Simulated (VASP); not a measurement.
Given:

```yaml
crystal:
  lattice:
    - [1.45894, -2.52696, 0.00000]
    - [1.45894, 2.52696, 0.00000]
    - [0.00000, 0.00000, 4.63081]
  atoms:
    - { symbol: Ti, position: [0.33333, 0.66667, 0.25000] }
    - { symbol: Ti, position: [0.66667, 0.33333, 0.75000] }
```

Calculation: optB88-vdW, VASP's PBE PAW potentials (set 64) (plane waves; VASP). Numerical set-up: 520 eV cut-off, Gaussian smearing of 0.050 eV, potentials Ti_sv.

Problem. Give the energies of bands 9 to 15 at the high-symmetry points, in eV from the Fermi level.

Solution. 
| band | Γ | M | K | A | L | H |
|---|---|---|---|---|---|---|
| 9 | -6.12 | -2.33 | -1.74 | -4.26 | -2.57 | -1.25 |
| 10 | -2.72 | -2.21 | -1.40 | -4.26 | -2.57 | -1.25 |
| 11 | 0.73 | -1.90 | -1.40 | 0.04 | -0.87 | -1.11 |
| 12 | 0.73 | -0.55 | -1.27 | 0.04 | -0.87 | -1.11 |
| 13 | 0.82 | 0.44 | 0.20 | 0.64 | 1.42 | -0.22 |
| 14 | 0.90 | 0.61 | 0.20 | 0.64 | 1.42 | -0.22 |
| 15 | 1.23 | 1.15 | 1.49 | 0.64 | 1.71 | 1.65 |

It has no gap at this level: it comes out as a metal or semimetal.

The compound is Ti in the hcp structure. It was relaxed first.
